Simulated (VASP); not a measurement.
Calculation: vdW-DF2, VASP's PBE PAW potentials (set 64) (plane waves; VASP).

Input for VASP

INCAR:
```
ISMEAR = 0
ZAB_VDW = -1.8867
LASPH = .True.   # aspherical one-centre terms
GGA = ML
LMAXMIX = 4   # l cut-off of mixed one-centre charges
LWAVE = .False.
LREAL = .False.
NELM = 100   # most electronic steps
LORBIT = 11
AGGAC = 0.0
EDIFF = 1E-7
LCHARG = .False.
PREC = Accurate
SYSTEM = TiO2
ALGO = Normal
LUSE_VDW = .True.
SIGMA = 0.05
ENCUT = 520
ICHARG = 11   # fixed density
```

KPOINTS:
```
k-points along high-symmetry lines
10
Line-mode
Reciprocal
  0.000000   0.000000   0.000000 ! GAMMA
  0.000000   0.000000   0.500000 ! X

  0.000000   0.000000   0.500000 ! X
  0.250000   0.250000   0.250000 ! P

  0.250000   0.250000   0.250000 ! P
  0.000000   0.500000   0.000000 ! N

  0.000000   0.500000   0.000000 ! N
  0.000000   0.000000   0.000000 ! GAMMA

  0.000000   0.000000   0.000000 ! GAMMA
  0.500000   0.500000  -0.500000 ! M

  0.500000   0.500000  -0.500000 ! M
  0.289601   0.710399  -0.289601 ! S

 -0.289601   0.289601   0.289601 ! S_0
  0.000000   0.000000   0.000000 ! GAMMA

  0.000000   0.000000   0.500000 ! X
 -0.079203   0.079203   0.500000 ! R

  0.500000   0.500000  -0.079203 ! G
  0.500000   0.500000  -0.500000 ! M
```

File POSCAR:
```
TiO2
1
   -1.9256908715     1.9256908715     4.9072146842
    1.9256908715    -1.9256908715     4.9072146842
    1.9256908715     1.9256908715    -4.9072146842
Ti O
2 4
Direct
  0.7500000000   0.2500000000   0.5000000000
  0.0000000000   0.0000000000   0.0000000000
  0.5429315305   0.0429315305   0.5000000000
  0.7929315305   0.7929315305   0.0000000000
  0.2070684695   0.2070684695   0.0000000000
  0.9570684695   0.4570684695   0.5000000000
```

POTCAR, in this order: Ti_sv O (PBE.64 set). Program: vasp_std. Read from the step before: CHGCAR.

Output

File OSZICAR:
```
       N       E                     dE             d eps       ncg     rms          rms(c)
DAV:   1     0.623711627211E+03    0.62371E+03   -0.25812E+04  5040   0.201E+03
DAV:   2     0.605066873732E+02   -0.56320E+03   -0.54764E+03  5260   0.563E+02
DAV:   3    -0.337834703139E+02   -0.94290E+02   -0.89614E+02  8092   0.190E+02
DAV:   4    -0.405040091528E+02   -0.67205E+01   -0.65786E+01  7348   0.511E+01
DAV:   5    -0.408573240201E+02   -0.35331E+00   -0.35199E+00  7288   0.900E+00
DAV:   6    -0.408640229943E+02   -0.66990E-02   -0.66903E-02  6584   0.145E+00
DAV:   7    -0.408643173993E+02   -0.29441E-03   -0.29430E-03  7220   0.248E-01
DAV:   8    -0.408643227801E+02   -0.53808E-05   -0.53799E-05  6660   0.329E-02
DAV:   9    -0.408643230626E+02   -0.28251E-06   -0.28244E-06  6760   0.578E-03
DAV:  10    -0.408643230701E+02   -0.74970E-08   -0.75288E-08  3964   0.905E-04
   1 F= -.40864323E+02 E0= -.40864323E+02  d E =-.276522E-18
```

OUTCAR:
```
 val. band max:        2.6569389653   @ k =   0.0000   0.0000   0.4444

 cond. band min:       4.6306124236   @ k =   0.0000   0.0000   0.0000



 k-point     1 :       0.0000    0.0000    0.0000
  band No.  band energies     occupation
      1     -54.1810      2.00000
      2     -54.1404      2.00000
      3     -30.5162      2.00000
      4     -30.3249      2.00000
      5     -30.3249      2.00000
      6     -30.2756      2.00000
      7     -30.2756      2.00000
      8     -30.2357      2.00000
      9     -14.6552      2.00000
     10     -13.7177      2.00000
     11     -13.6707      2.00000
     12     -13.3036      2.00000
     13      -0.9949      2.00000
     14      -0.9195      2.00000
     15      -0.9195      2.00000
     16      -0.5948      2.00000
     17       0.7494      2.00000
     18       0.7597      2.00000
     19       0.7597      2.00000
     20       1.8180      2.00000
     21       1.8180      2.00000
     22       1.8543      2.00000
     23       2.2485      2.00000
     24       2.2485      2.00000
     25       4.6306      0.00000
     26       5.2145      0.00000
     27       6.2603      0.00000
     28       6.2692      0.00000

 k-point     2 :       0.0000    0.0000    0.0556
  band No.  band energies     occupation
      1     -54.1805      2.00000
      2     -54.1406      2.00000
      3     -30.5158      2.00000
      4     -30.3297      2.00000
      5     -30.3263      2.00000
      6     -30.2779      2.00000
      7     -30.2759      2.00000
      8     -30.2342      2.00000
      9     -14.6292      2.00000
     10     -13.7027      2.00000
     11     -13.6605      2.00000
     12     -13.2982      2.00000
     13      -0.9998      2.00000
     14      -0.9840      2.00000
     15      -0.9535      2.00000
     16      -0.5907      2.00000
     17       0.6988      2.00000
     18       0.7860      2.00000
     19       0.7873      2.00000
     20       1.7529      2.00000
     21       1.7600      2.00000
...
```

The density is held fixed in this step, so its total energy and stress have no physical meaning.

The compound is TiO2 in the anatase structure, one of several forms; rutile is the usual stable one. It was relaxed first, which changed the volume by +7 %.
